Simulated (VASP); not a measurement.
The system is CdIr.

```
Cd Ir
1.0
     3.28538    0.00000    0.00000
    -1.64269    2.84522    0.00000
     0.00000    0.00000    4.44784
Cd Ir
1 1
Cartesian
  0.0000 0.0000 0.0000
  0.0000 0.0000 2.2239
```

The cell was built by a generator and needn't be a form met in nature.

```yaml
Program: VASP 6.6.1
Task: relaxation of cell and atoms
Functional: r2SCAN
Potentials_or_basis: VASP PAW PBE potentials, release 64 (Cd, Ir)
Cutoff: 600 eV
k_mesh: 9 × 9 × 6
Occupations: methfessel-paxton, width 0.1 eV
Spin: no spin polarisation
```

At the start: pressure 26.9 GPa; volume 20.79 Å³/atom.

Task: How do energy, volume and symmetry change on relaxing?

Result: Over 14 steps the energy falls by 1962.6 meV/atom and the volume is 17.87 Å³/atom (-14.0 %); space group P6/mmm (No. 191, to 0.05 Å).

Step by step:
```tsv
step	energy change (eV)	largest force (eV/Å)	pressure (GPa)	volume (Å³)
1	0.0000	0.0000	26.92	41.58
2	-2.4411	0.0000	-18.96	54.50
3	-2.5611	0.0000	-22.63	49.19
4	-2.6042	0.0000	-22.43	48.68
5	-2.5886	0.0000	-14.03	45.47
6	-2.6959	0.0000	-20.69	47.38
7	-2.6784	0.0000	-17.16	46.18
8	-2.7033	0.0000	-19.03	46.72
9	-3.8213	0.0000	13.24	33.64
10	-3.9245	0.0000	-0.59	35.84
11	-3.9250	0.0000	0.45	35.63
12	-3.9251	0.0000	-0.51	35.85
13	-3.9252	0.0000	-0.07	35.75
14	-3.9253	0.0000	-0.02	35.75
```

Final structure:
```xyz
2
Lattice="2.7446 0.0000 0.0000 -1.3723 2.3769 0.0000 0.0000 0.0000 5.4797" Properties=species:S:1:pos:R:3 pbc="T T T"
Cd    0.0000    0.0000    5.4797
Ir    0.0000    0.0000    2.7399
```

Caveat: the PAW data sets were made with another functional, which shifts forces and pressure a little.
